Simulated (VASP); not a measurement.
Cr₂O₃ (corundum): computed properties

Level of theory: r2SCAN meta-GGA, VASP's PBE PAW potentials (set 64) (plane waves; VASP).

| Quantity | Result |
|---|---|
| space group | R-3c (167) |
| cell | a = 4.949 Å, b = 4.949 Å, c = 13.669 Å, α = 90.00°, β = 90.00°, γ = 120.00° |
| volume per atom | 9.67 Å^3/atom |
| band gap (over mesh and band path) | 1.86 eV |
| smallest direct gap (over mesh and band path) | 1.87 eV |
| cell moment | 0.00 μB |
| band-edge character | indirect, Γ-S0 at 0.57 to Γ |
| density | 5.22 g/cm³ |

```
Cr2O3
1.0
    4.77518    -2.47470     0.01088
    4.77518     2.47470     0.01088
    3.48337     0.00000     4.09790
Cr O
4 6
Cartesian
 11.03945   0.00000   3.48932
  4.52259   0.00000   1.42949
  1.99427   0.00000   0.63034
  8.51113   0.00000   2.69017
  5.00011  -0.95237   3.07886
  5.39745   1.71354   1.82179
  8.03361   0.95237   1.04080
  7.13913   0.76117   3.87073
  7.63627  -1.71354   2.29787
  5.89459  -0.76117   0.24893
```
Starting moments (μB, in the order of the record's atoms Cr Cr Cr Cr O O O O O O): -2.8 -2.8 2.8 2.8 0.0 0.0 0.0 0.0 0.0 0.0.

Measured: a 4.957 Å (computed value off by -0.2 %), c 13.592 Å (computed value off by +0.6 %), as given by Sawada, Mater. Res. Bull. 29, 239 (1994) (COD 9015000). The calculation is for a static lattice, while the measured a, c hold thermal and zero-point effects, which are part of the difference.

The compound is Cr2O3 in the corundum structure. It was relaxed first. Symmetry was kept, so distortions that lower it aren't found.
